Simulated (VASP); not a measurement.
Input:

```
CELL_PARAMETERS angstrom
      0.00000     2.31341     2.31341
      2.31341     0.00000     2.31341
      2.31341     2.31341     0.00000
ATOMIC_POSITIONS crystal
  Li 0.75000 0.75000 0.75000
  Li 0.25000 0.25000 0.25000
  O  0.00000 0.00000 0.00000
```

These are modified Becke-Johnson potential (mBJ), VASP's PBE PAW potentials (set 64) (plane waves; VASP) values and carry that method's errors. Run with 500 eV cut-off, 6×6×6 Γ-centred mesh, Gaussian smearing of 0.050 eV, potentials Li_sv O.

mBJ is a potential without an energy functional, so only the levels count.

Question: Give the energies of bands 4 to 7 at the high-symmetry points, in eV from the valence-band maximum.

Answer: 
| band | Γ | X | U | L | W |
|---|---|---|---|---|---|
| 4 | 0.00 | -1.36 | -1.51 | -2.16 | -1.30 |
| 5 | 0.00 | -1.06 | -1.26 | -0.35 | -1.21 |
| 6 | 0.00 | -1.06 | -0.83 | -0.35 | -1.21 |
| 7 | 7.55 | 7.75 | 9.14 | 11.71 | 9.66 |

The gap is direct, 7.55 eV, from the valence maximum at Γ to the conduction minimum at Γ.

The structure comes from a computed database's Li2O entry (Fm-3m); how it stands against other phases isn't given here. It was relaxed first. The cell's shape comes from a PBE relaxation.
